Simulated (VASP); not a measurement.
Data:

```xyz
2
Lattice="0.0000 2.2311 2.2311 2.2311 0.0000 2.2311 2.2311 2.2311 0.0000" Properties=species:S:1:pos:R:3 pbc="T T T"
Hf     0.0000     0.0000     0.0000
N      2.2311     2.2311     2.2311
```

Method: LDA (Ceperley-Alder, Perdew-Zunger), VASP's LDA PAW potentials (set 64) (plane waves; VASP). Numerical set-up: 520 eV cut-off, Gaussian smearing of 0.050 eV, potentials Hf_pv N.

Give the energies of bands 5 to 10 at the high-symmetry points, in eV from the Fermi level.

```
band      Γ      X      U      L      W
----  -----  -----  -----  -----  -----
5     -3.02  -5.30  -6.42  -9.08  -6.30
6     -3.02  -4.02  -5.47  -6.37  -5.46
7     -3.02  -3.64  -5.03  -6.37  -5.46
8     -0.44  -3.64  -0.91   3.42   1.15
9     -0.44   4.22   4.02   3.83   1.15
10    -0.44   5.76   4.61   3.83   5.78
```

It has no gap at this level: it comes out as a metal or semimetal.

The compound is HfN in the rock salt structure. It was relaxed first. The electron count is odd and the run is not spin-polarised, which forces a metal.
